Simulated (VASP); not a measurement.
An input for Ansatz (written as the equivalent of a VASP run, and not itself run):

Ansatz 0.2 input:
```yaml
crystal:
  lattice:
    - [-1.7322307, 1.7322307, 1.7322307]
    - [1.7322307, -1.7322307, 1.7322307]
    - [1.7322307, 1.7322307, -1.7322307]
  atoms:
    - { symbol: Li, position: [0.0000000, 0.0000000, 0.0000000] }
kpoints:
  mp_grid: { grid: [13, 13, 13] }
hamiltonian:
  xc: r2scan
  pseudopotentials: { kind: paw }
scf:
  occupations: { method: methfessel_paxton, width: 0.1 }
  max_iter: 100
relax:
  max_steps: 60
  f_tol: 0.01
  cell: {}
output: { forces: true, stress: true, eigenvalues: true }
```

Write the VASP files for the same calculation (r2SCAN).

Several could match; the one computed here: 
KPOINTS:
```
kpoints
0
Gamma
  13 13 13
```

### INCAR
```
! general
SYSTEM  = Li
PREC    = Accurate
ENCUT   = 520
LREAL   = F
LASPH   = T

! electronic loop
EDIFF   = 1E-6
NELM    = 100
ALGO    = Normal
LMIXTAU = T

! smearing
ISMEAR  = 1
SIGMA   = 0.1

! functional
METAGGA = R2SCAN

! ions
IBRION  = 2
NSW     = 60
ISIF    = 3
EDIFFG  = -0.01

! output
LWAVE   = F
LCHARG  = F
```

File POSCAR:
```
Li
1.0
 -1.7322306620   1.7322306620   1.7322306620
  1.7322306620  -1.7322306620   1.7322306620
  1.7322306620   1.7322306620  -1.7322306620
Li
1
Cart
  0.0000000000   0.0000000000   0.0000000000
```

POTCAR, in this order: Li_sv (PBE.64 set). Program: vasp_std.

The two are equivalent in intent, not identical: each code has its own PAW files, so the cut-off isn't converted (ENCUT is set for VASP's; basis.ecutwfc is left out, and Ansatz then takes the one that its files recommend); Ansatz stops its SCF on the density residual and VASP on the energy change (EDIFF).

The compound is Li in the bcc structure. This run relaxes it. Symmetry was kept, so distortions that lower it aren't found. The start is the result of an earlier pass.
